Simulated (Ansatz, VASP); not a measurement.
TaRu: VASP beside Ansatz

```
Ta Ru
1.0
     3.11821    0.00000    0.00000
     0.00000    3.11821    0.00000
     0.00000    0.00000    3.11821
Ta Ru
1 1
Direct
  0.50000 0.50000 0.50000
  0.00000 0.00000 0.00000
```

Alike in both runs: functional LDA; k mesh 14 × 14 × 14; occupations gaussian, width 0.1 eV; no spin polarisation.

Ansatz relaxed the structure, and its values are those at the end. VASP's run is a single point on that final structure, the one shown.

|  | VASP | Ansatz |
| --- | --- | --- |
| version | VASP 6.6.1 | Ansatz 0.2.0 |
| potentials or method | VASP PAW LDA potentials, release 64 (Ta_pv, Ru_pv) | scalar-relativistic, plane waves, PAW |
| plane-wave cutoff (eV) | 520 | 420 |
| valence electrons in the cell | 25 | 29 |

Ansatz gave:

| Item | Value |
| --- | --- |
| gap on the k mesh at the Fermi level (eV) | none |
| pressure (GPa) | 0.0 |

**Question.** What did VASP give for the same quantities?

**Answer.** gap on the k mesh at the Fermi level (eV): none; pressure (GPa): 1.1.

A gap of «none» marks a metal or a gap that the smearing closes. The two sets of potentials don't hold the same shells in valence.

Spin-orbit coupling is left out, which matters for the levels of Ta.
